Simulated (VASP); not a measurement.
An input for Ansatz (written as the equivalent of a VASP run, and not itself run):

Ansatz 0.2 input:
```yaml
crystal:
  lattice:
    - [0.0000000, 2.9340000, 2.9340000]
    - [2.9340000, 0.0000000, 2.9340000]
    - [2.9340000, 2.9340000, 0.0000000]
  atoms:
    - { symbol: Al, position: [0.2500000, 0.2500000, 0.2500000] }
    - { symbol: Al, position: [0.7500000, 0.7500000, 0.7500000] }
    - { symbol: Au, position: [0.0000000, 0.0000000, 0.0000000] }
kpoints:
  mp_grid: { grid: [13, 13, 13] }
hamiltonian:
  xc: pbe
  pseudopotentials: { kind: paw }
scf:
  occupations: { method: gaussian, width: 0.05 }
  max_iter: 100
output: { forces: true, stress: true, eigenvalues: true }
```

Question: Write the VASP files for the same calculation (PBE).

Answer: Several could match; the one computed here: 
INCAR:
```
SYSTEM = AuAl2
PREC = Accurate
ENCUT = 300
EDIFF = 1E-6
NELM = 100
ALGO = Normal
LREAL = .FALSE.
LASPH = .TRUE.
ISMEAR = 0
SIGMA = 0.05
GGA = PE
LMAXMIX = 6
LWAVE = .FALSE.
LCHARG = .FALSE.
ISIF = 2
```

**POSCAR**
```
AuAl2
1
    0.0000000000     2.9340000000     2.9340000000
    2.9340000000     0.0000000000     2.9340000000
    2.9340000000     2.9340000000     0.0000000000
Al Au
2 1
Direct
  0.2500000000   0.2500000000   0.2500000000
  0.7500000000   0.7500000000   0.7500000000
  0.0000000000   0.0000000000   0.0000000000
```

### KPOINTS
```
Regular mesh
0
G
  13 13 13
0 0 0
```

POTCAR, in this order: Al Au (PBE.64 set). Program: vasp_std.

Limits of the translation: each code has its own PAW files, so the cut-off isn't converted (ENCUT is set for VASP's; basis.ecutwfc is left out, and Ansatz then takes the one that its files recommend); Ansatz stops its SCF on the density residual and VASP on the energy change (EDIFF).

The structure is a typed AuAl2 crystal (Fm-3m). The cell was not relaxed at this level.
